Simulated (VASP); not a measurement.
# MoRu (P-6m2) in VASP: further runs, part 3 of 3

VASP 6.6.1. Earlier steps stand in the parts before.

**5. Single point, LDA (strain +0.030 along x and y, -0.030 along z, atoms carried along)**

INCAR reads:

```
SYSTEM = MoRu
  ALGO = Fast
  EDIFF = 1E-6
  ENCUT = 520
  GGA = CA
  ISIF = 2
  ISMEAR = 0
  LASPH = .True.
  LCHARG = .True.
  LELF = .True.
  LREAL = .False.
  LVHAR = .True.
  LWAVE = .False.
  NBANDS = 21
  NELM = 100
  PREC = Accurate
  SIGMA = 0.15
```

KPOINTS reads:

```
k-points
0
Gamma
  21 21 12
  0 0 0
```

POSCAR reads:

```
MoRu
1.0
    2.8607372399      0.0000000000      0.0000000000
   -1.4303686199      2.4774711233      0.0000000000
    0.0000000000      0.0000000000      4.3297957900
Mo Ru
1 1
Direct
    0.6666666667      0.3333333333      0.0000000000
    0.3333333333      0.6666666667      0.5000000000
```

Potentials or basis: VASP PAW LDA potentials, release 64 (Mo_sv, Ru_pv).

The run is started by

```console
$ cat potpaw_LDA.64/Mo_sv/POTCAR potpaw_LDA.64/Ru_pv/POTCAR > POTCAR
$ mpirun -np 1 vasp_std > vasp.out
```

OUTCAR:

```text
SYSTEM = MoRu
   EDIFF = 1E-6
   ENCUT = 520
   GGA = CA
   ISIF = 2
   ISMEAR = 0
   LASPH = .True.
   LREAL = .False.
   NELM = 100
   PREC = Accurate

 ion  position               nearest neighbor table
   1  0.667  0.333  0.000-   2 2.72   2 2.72   2 2.72   2 2.72   2 2.72   2 2.72
   2  0.333  0.667  0.500-   1 2.72   1 2.72   1 2.72   1 2.72   1 2.72   1 2.72

  LATTYP: Found a hexagonal cell.
 ALAT       =     2.8607372399
 C/A-ratio  =     1.5135244613

  Lattice vectors:

 A1 = (   2.8607372399,   0.0000000000,   0.0000000000)
 A2 = (  -1.4303686199,   2.4774711233,   0.0000000000)
 A3 = (   0.0000000000,   0.0000000000,   4.3297957900)

Analysis of symmetry for initial positions (statically):
=====================================================================
 Subroutine PRICEL returns:
 Original cell was already a primitive cell.

 Routine SETGRP: Setting up the symmetry group for a
 hexagonal supercell.

 Subroutine GETGRP returns: Found 12 space group operations
 (whereof 12 operations were pure point group operations)
 out of a pool of 24 trial point group operations.

The static configuration has the point symmetry D_3h.

Analysis of symmetry for dynamics (positions and initial velocities):
=====================================================================
 Subroutine PRICEL returns:
 Original cell was already a primitive cell.

 Routine SETGRP: Setting up the symmetry group for a
 hexagonal supercell.

 Subroutine GETGRP returns: Found 12 space group operations
 (whereof 12 operations were pure point group operations)
 out of a pool of 24 trial point group operations.

The dynamic configuration has the point symmetry D_3h.

 Subroutine INISYM returns: Found 12 space group operations
 (whereof 12 operations are pure point group operations),
 and found     1 'primitive' translations

----------------------------------------------------------------------------------------

[... 110 lines left out ...]
   IMIX   =      4    mixing-type and parameters
     AMIX     =   0.40;   BMIX     =  1.00
     AMIX_MAG =   1.60;   BMIX_MAG =  1.00
  volume/ion in A,a.u.               =      15.34       103.54
  Fermi-wavevector in a.u.,A,eV,Ry     =   1.587850  3.000602 34.303935  2.521268
  Thomas-Fermi vector in A             =   2.686944
   LORBIT       =      0    0 simple, 1 ext, 2 COOP (PROOUT), +10 PAW based schemes
   GGA     = CA    functional components
   LHFCALC =     F    Hartree Fock is set to
   AEXX    =    0.0000 exact exchange contribution
   IVDW    =     0    specifies the selected vdW correction
   LEPSILON=     F    determine dielectric tensor
   LRPA    =     F    only Hartree local field effects (RPA)
 non-spin polarized calculation
 RMM-DIIS sequential band-by-band and
 Gauss-broadening in eV      SIGMA  =   0.15
  energy-cutoff  :      520.00
  volume of cell :       30.69
 maximum number of plane-waves:       850
 NGX is ok and might be reduce to    24
   NGX = 11   NGY = 11   NGZ = 17

 number of electron      28.0000004 magnetization

 Free energy of the ion-electron system (eV)
  ---------------------------------------------------
  ext. energy  EPLUGINS =         0.00000000
  ---------------------------------------------------
  free energy    TOTEN  =       -22.47149575 eV

  energy without entropy =      -22.44419316  energy(sigma->0) =      -22.45784445

 E-fermi :  11.3926     XC(G=0): -13.6630

 val. band max:       11.3835553421   @ k =   0.0952   0.0000   0.0833
 cond. band min:      11.3979343380   @ k =   0.3333   0.1905   0.2500
 fundamental gap:      0.0143789959
 Fermi energy:        11.3925833144

 k-point     1 :       0.0000    0.0000    0.0000
  band No.  band energies     occupation
      1     -49.0196      2.00000
      2     -30.9368      2.00000
      3     -30.6776      2.00000
      4     -30.6776      2.00000
      5     -23.2794      2.00000
      6     -22.7685      2.00000
[... 565 lines left out ...]
     20      21.9497      0.00000
     21      22.0506      0.00000

 [... further k-points ...]

------------------------ aborting loop because EDIFF is reached ----------------------------------------

  FORCE on cell =-STRESS in cart. coord.  units (eV):
  Direction    XX          YY          ZZ          XY          YZ          ZX
  --------------------------------------------------------------------------------------
  -------------------------------------------------------------------------------------
  Total       -4.9298597     -4.9298597     -2.1677580     -0.0000000      0.0000000      0.0000000
  in kB     -257.3896969   -257.3896969   -113.1794014     -0.0000000      0.0000000      0.0000000
  external PRESSURE =    -209.3195984 kB  Pullay stress =       0.0000000 kB

 VOLUME and BASIS-vectors are now :
 -----------------------------------------------------------------------------
  energy-cutoff  :      520.00
  volume of cell :       30.69
      direct lattice vectors                 reciprocal lattice vectors
     2.860737240  0.000000000  0.000000000     0.349560241  0.201818699  0.000000000
    -1.430368620  2.477471123  0.000000000     0.000000000  0.403637399  0.000000000
     0.000000000  0.000000000  4.329795790     0.000000000  0.000000000  0.230957775

 POSITION                                       TOTAL-FORCE (eV/Angst)
 -----------------------------------------------------------------------------------
      1.43037      0.82582      0.00000         0.000000      0.000000      0.000000
     -0.00000      1.65165      2.16490        -0.000000     -0.000000      0.000000
 -----------------------------------------------------------------------------------
    total drift:                               -0.000000      0.000000      0.000000

  FREE ENERGIE OF THE ION-ELECTRON SYSTEM (eV)
  ---------------------------------------------------
  free  energy   TOTEN  =       -22.4714957472 eV

  energy  without entropy=      -22.4441931569  energy(sigma->0) =      -22.45784445
```

OSZICAR:

```text
N       E                     dE             d eps       ncg     rms          rms(c)
DAV:   1     0.300228980737E+03    0.30023E+03   -0.17546E+04 14120   0.144E+03
DAV:   2    -0.174953070582E+02   -0.31772E+03   -0.30968E+03 15022   0.454E+02
DAV:   3    -0.238671329342E+02   -0.63718E+01   -0.63122E+01 16422   0.707E+01
DAV:   4    -0.239061535964E+02   -0.39021E-01   -0.38976E-01 16942   0.545E+00
DAV:   5    -0.239067355231E+02   -0.58193E-03   -0.58013E-03 16279   0.602E-01    0.179E+01
RMM:   6    -0.226591515233E+02    0.12476E+01   -0.27787E+00 14306   0.132E+01    0.473E+00
RMM:   7    -0.229290015223E+02   -0.26985E+00   -0.90393E-01 14893   0.597E+00    0.571E+00
RMM:   8    -0.224788471572E+02    0.45015E+00   -0.33335E-01 14685   0.423E+00    0.873E-01
RMM:   9    -0.224713930668E+02    0.74541E-02   -0.19959E-02 15857   0.114E+00    0.220E-01
RMM:  10    -0.224714583742E+02   -0.65307E-04   -0.27654E-03 16435   0.397E-01    0.666E-02
RMM:  11    -0.224714845740E+02   -0.26200E-04   -0.41592E-04 17341   0.143E-01    0.222E-02
RMM:  12    -0.224714940201E+02   -0.94461E-05   -0.96458E-05 17792   0.610E-02    0.864E-03
RMM:  13    -0.224714955294E+02   -0.15093E-05   -0.18968E-05 16789   0.266E-02    0.344E-03
RMM:  14    -0.224714957472E+02   -0.21779E-06   -0.29347E-06 12662   0.116E-02
   1 F= -.22471496E+02 E0= -.22457844E+02  d E =-.273026E-01
```

It took 93 s on 1 thread of Intel Xeon Platinum 8488C (Sapphire Rapids), shared host; peak memory 0.31 GiB.

What came out:

```yaml
Free_energy: -22.4715 eV
Pressure: -20.9 GPa
Band_gap_on_the_k_mesh: none (metal or under the smearing width)
```

Levels at points of the mesh, in eV from the Fermi level:
```tsv
k point	band 12	band 13	band 14	band 15	band 16	band 17
(0.00, 0.00, 0.00)	-0.81	-0.78	-0.78	-0.32	-0.32	2.20
(0.00, 0.00, 0.50)	-1.88	-1.59	-1.59	-0.97	1.35	1.35
```

Caveat: so large a pressure means that the cell lies far from this level's equilibrium, or that cutoff or potentials fall short.

**6. Summary**

```csv
cell,further INCAR settings,gap on the mesh (eV),pressure (GPa)
"strain +0.030 along x and y, +0.000 along z, atoms carried along",ALGO = Fast; EDIFF = 1e-07; NBANDS = 21,none,-27.8
"strain -0.030 along x and y, -0.015 along z, atoms carried along",ALGO = Fast; EDIFF = 1e-07; NBANDS = 21,none,6.6
"strain +0.000 along x and y, -0.030 along z, atoms carried along",ALGO = Fast; EDIFF = 1e-06; NBANDS = 21,none,-7.1
"strain +0.030 along x and y, -0.030 along z, atoms carried along",ALGO = Fast; EDIFF = 1e-06; NBANDS = 21,none,-20.9
```

Alike in all rows: task single point; level LDA; potentials or basis VASP PAW LDA potentials, release 64 (Mo_sv, Ru_pv); no spin polarisation; k mesh 21 × 21 × 12; cutoff (eV) 520; smearing gaussian 0.15 eV.

Caveats: so large a pressure means that the cell lies far from this level's equilibrium, or that cutoff or potentials fall short (some runs).

Absolute energies hang on the potentials; compare differences alone.
